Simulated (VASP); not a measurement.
Here is the system:

```
Li2S
1.0
    0.00000     2.88043     2.88043
    2.88043     0.00000     2.88043
    2.88043     2.88043     0.00000
Li S
2 1
Direct
  0.25000   0.25000   0.25000
  0.75000   0.75000   0.75000
  0.00000   0.00000   0.00000
```

Computed with PBE GGA, VASP's PBE PAW potentials (set 64) (plane waves; VASP). Run with 520 eV cut-off, 8×8×8 Γ-centred mesh, Gaussian smearing of 0.050 eV, potentials Li_sv S.

Question: Give the stress tensor in GPa (positive for a compressed cell).

Answer: 
```
-1.20   0.00   0.00
 0.00  -1.20   0.00
 0.00   0.00  -1.20
```
The pressure is its mean diagonal, -1.20 GPa.

The compound is Li2S in the antifluorite structure. This cell is one point of a volume scan, at 1.03 of the reference volume.
